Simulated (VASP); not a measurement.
Output of a VASP run:

File OUTCAR:
```
 ion  position               nearest neighbor table
   1  0.000  0.000  0.000-   3 2.31   3 2.31   3 2.31   2 2.31   3 2.31   2 2.31   2 2.31   2 2.31
  LATTYP: Found a face centered cubic cell.
 ALAT       =     5.3347097280
 Subroutine PRICEL returns:
 Original cell was already a primitive cell.
 Subroutine GETGRP returns: Found 48 space group operations
The static configuration has the point symmetry O_h .
The dynamic configuration has the point symmetry O_h .
 Subroutine INISYM returns: Found 48 space group operations
 Subroutine IBZKPT returns following result:
 Found     20 irreducible k-points:

 Following reciprocal coordinates:
            Coordinates               Weight
  0.000000  0.000000  0.000000      1.000000
  0.142857  0.000000  0.000000      8.000000
  0.285714  0.000000  0.000000      8.000000
  0.428571  0.000000  0.000000      8.000000
  0.142857  0.142857  0.000000      6.000000
  0.285714  0.142857  0.000000     24.000000
  0.428571  0.142857  0.000000     24.000000
 -0.428571  0.142857  0.000000     24.000000
 -0.285714  0.142857  0.000000     24.000000
 -0.142857  0.142857  0.000000     12.000000
  0.285714  0.285714  0.000000      6.000000
  0.428571  0.285714  0.000000     24.000000
 -0.428571  0.285714  0.000000     24.000000
 -0.285714  0.285714  0.000000     12.000000
  0.428571  0.428571  0.000000      6.000000
 -0.428571  0.428571  0.000000     12.000000
  0.428571  0.285714  0.142857     24.000000
 -0.428571  0.285714  0.142857     48.000000
 -0.428571  0.428571  0.142857     24.000000
 -0.285714  0.428571  0.142857     24.000000
   k-points           NKPTS =     20   k-points in BZ     NKDIM =     20   number of bands    NBANDS=     16
   number of dos      NEDOS =    301   number of ions     NIONS =      3
   total plane-waves  NPLWV =  21952
   dimension x,y,z NGX =    28 NGY =   28 NGZ =   28
   dimension x,y,z NGXF=    56 NGYF=   56 NGZF=   56
   ions per type =               1   2
   PREC   = accura    normal or accurate (medium, high low for compatibility)
   ISTART =      0    job   : 0-new  1-cont  2-samecut
   ICHARG =      2    charge: 1-file 2-atom 10-const
   ISPIN  =      1    spin polarized calculation?
   LNONCOLLINEAR =      F non collinear calculations
   LSORBIT =      F    spin-orbit coupling
   INIWAV =      1    electr: 0-lowe 1-rand  2-diag
   ENCUT  =  520.0 eV  38.22 Ry    6.18 a.u.   7.01  7.01  7.01*2*pi/ulx,y,z
   NELM   =    100;   NELMIN=  2; NELMDL= -5     # of ELM steps
   EDIFF  = 0.1E-06   stopping-criterion for ELM
   LREAL  =      F    real-space projection
   NLSPLINE    = F    spline interpolate recip. space projectors
   LMAXMIX     =    6 max onsite mixed and CHGCAR
   VOSKOWN=      0    Vosko Wilk Nusair interpolation
   EDIFFG = 0.1E-05   stopping-criterion for IOM
   NSW    =      0    number of steps for IOM
   NBLOCK =      1;   KBLOCK =      1    inner block; outer block
   IBRION =     -1    ionic relax: 0-MD 1-quasi-New 2-CG
   NFREE  =      0    steps in history (QN), initial steepest desc. (CG)
   ISIF   =      2    stress and relaxation
   ISYM   =      2    0-nonsym 1-usesym 2-fastsym
   TEIN   =    0.0    initial temperature
   TEBEG  =    0.0;   TEEND  =   0.0 temperature during run
   SMASS  =  -3.00    Nose mass-parameter (am)
   PSTRESS=    0.0 pullay stress
   NELECT =      24.0000    total number of electrons
   EFERMI =   0.00;   METHOD = LEGACY
   ISMEAR =     0;   SIGMA  =   0.05  broadening in eV -4-tet -1-fermi 0-gaus
   IALGO  =     38    algorithm
   LDIAG  =      T    sub-space diagonalisation (order eigenvalues)
   IMIX   =      4    mixing-type and parameters
     AMIX     =   0.40;   BMIX     =  1.00
     AMIX_MAG =   1.60;   BMIX_MAG =  1.00
     AMIN     =   0.10
   METAGGA = TPSS    functional components
   VOSKOWN =     0    Vosko Wilk Nusair interpolation
   LHFCALC =     F    Hartree Fock is set to
   LHFONE  =     F    Hartree Fock one center treatment
   AEXX    =    0.0000 exact exchange contribution
...
```

File OSZICAR:
```
       N       E                     dE             d eps       ncg     rms          rms(c)
DAV:   1     0.241795319406E+03    0.24180E+03   -0.11490E+04   648   0.205E+03
DAV:   2     0.364224672398E+02   -0.20537E+03   -0.20040E+03   912   0.389E+02
DAV:   3    -0.152023076760E+02   -0.51625E+02   -0.47680E+02   952   0.180E+02
DAV:   4    -0.171836510623E+02   -0.19813E+01   -0.19809E+01   904   0.434E+01
DAV:   5    -0.173413346094E+02   -0.15768E+00   -0.15768E+00  1184   0.988E+00    0.492E+01
DAV:   6    -0.399902527055E+02   -0.22649E+02   -0.15534E+02   696   0.147E+02    0.204E+01
DAV:   7    -0.381557202766E+02    0.18345E+01   -0.19505E+01   960   0.437E+01    0.704E+00
DAV:   8    -0.385418709120E+02   -0.38615E+00   -0.16661E+01   968   0.443E+01    0.104E+01
DAV:   9    -0.378857790602E+02    0.65609E+00   -0.60048E+00   880   0.188E+01    0.439E+00
DAV:  10    -0.380358681490E+02   -0.15009E+00   -0.73852E-01  1008   0.711E+00    0.335E+00
DAV:  11    -0.379331189384E+02    0.10275E+00   -0.59718E-01   936   0.622E+00    0.113E+00
DAV:  12    -0.379102598575E+02    0.22859E-01   -0.12565E-01   712   0.290E+00    0.785E-01
DAV:  13    -0.379204865276E+02   -0.10227E-01   -0.40700E-02   888   0.228E+00    0.650E-01
DAV:  14    -0.379254407166E+02   -0.49542E-02   -0.15429E-02   816   0.125E+00    0.137E-01
DAV:  15    -0.379260823991E+02   -0.64168E-03   -0.53629E-03  1072   0.590E-01    0.153E-01
DAV:  16    -0.379262174225E+02   -0.13502E-03   -0.49512E-04   872   0.246E-01    0.112E-01
DAV:  17    -0.379260743776E+02    0.14304E-03   -0.14192E-03   976   0.323E-01    0.224E-02
DAV:  18    -0.379261054784E+02   -0.31101E-04   -0.93734E-05   856   0.995E-02    0.169E-02
DAV:  19    -0.379261175740E+02   -0.12096E-04   -0.21714E-05  1064   0.401E-02    0.253E-02
DAV:  20    -0.379261102792E+02    0.72947E-05   -0.35256E-05   960   0.453E-02    0.993E-03
DAV:  21    -0.379261103753E+02   -0.96128E-07   -0.78168E-06   984   0.236E-02    0.485E-03
DAV:  22    -0.379261109295E+02   -0.55414E-06   -0.48984E-07   720   0.702E-03    0.631E-04
DAV:  23    -0.379261117831E+02   -0.85357E-06   -0.14171E-07   472   0.442E-03    0.124E-03
DAV:  24    -0.379261112160E+02    0.56710E-06   -0.44211E-08   448   0.321E-03    0.985E-04
DAV:  25    -0.379261112812E+02   -0.65254E-07   -0.92368E-09   448   0.108E-03
   1 F= -.37926111E+02 E0= -.37926111E+02  d E =-.167052E-14
```

File OUTCAR:
```
------------------------ aborting loop because EDIFF is reached ----------------------------------------
  FORCE on cell =-STRESS in cart. coord.  units (eV):
  Direction    XX          YY          ZZ          XY          YZ          ZX
  --------------------------------------------------------------------------------------
  Total        3.1320083      3.1320083      3.1320083     -0.0000000     -0.0000000     -0.0000000
  in kB      132.2090216    132.2090216    132.2090216     -0.0000000     -0.0000000     -0.0000000
  external PRESSURE =     132.2090216 kB  Pullay stress =       0.0000000 kB
  volume of cell :       37.96
      direct lattice vectors                 reciprocal lattice vectors
     0.000000000  2.667354864  2.667354864    -0.187451624  0.187451624  0.187451624
     2.667354864  0.000000000  2.667354864     0.187451624 -0.187451624  0.187451624
     2.667354864  2.667354864  0.000000000     0.187451624  0.187451624 -0.187451624
 POSITION                                       TOTAL-FORCE (eV/Angst)
 -----------------------------------------------------------------------------------
      0.00000      0.00000      0.00000         0.000000      0.000000      0.000000
      1.33368      1.33368      1.33368        -0.000000     -0.000000     -0.000000
      4.00103      4.00103      4.00103         0.000000      0.000000      0.000000
 -----------------------------------------------------------------------------------
    total drift:                                0.000000      0.000000      0.000000
  FREE ENERGIE OF THE ION-ELECTRON SYSTEM (eV)
  ---------------------------------------------------
  free  energy   TOTEN  =       -37.9261112812 eV

  energy  without entropy=      -37.9261112812  energy(sigma->0) =      -37.92611128
```
(Selected blocks of OUTCAR.)

**POSCAR**
```
CeO2
1
    0.0000000000     2.6673548640     2.6673548640
    2.6673548640     0.0000000000     2.6673548640
    2.6673548640     2.6673548640     0.0000000000
Ce O
1 2
Direct
  0.0000000000   0.0000000000   0.0000000000
  0.2500000000   0.2500000000   0.2500000000
  0.7500000000   0.7500000000   0.7500000000
```

Q: Reconstruct the remaining input files.

A: This is not unique; one that fits is the input of the run itself, TPSS meta-GGA, plane waves, VASP's PBE PAW potentials (set 64).

### INCAR
```
! general
SYSTEM =CeO2
PREC   =Accurate
ENCUT  =520
LREAL  =.FALSE.
LASPH  =.TRUE.

! electronic loop
EDIFF  =1E-7
NELM   =100
ALGO   =Normal
LMAXMIX=6
LMIXTAU=.TRUE.

! smearing
ISMEAR =0
SIGMA  =0.05

! functional
METAGGA=TPSS

! ions
ISIF   =2

! output
LWAVE  =.FALSE.
LCHARG =.FALSE.
```

**KPOINTS**
```
Automatic mesh
0
Gamma
7 7 7
0 0 0
```

POTCAR, in this order: Ce O (PBE.64 set). Program: vasp_std.

The compound is CeO2 in the fluorite structure. This cell is one point of a volume scan, at 0.94 of the reference volume. The run is not spin-polarised, so no magnetic state was tried.
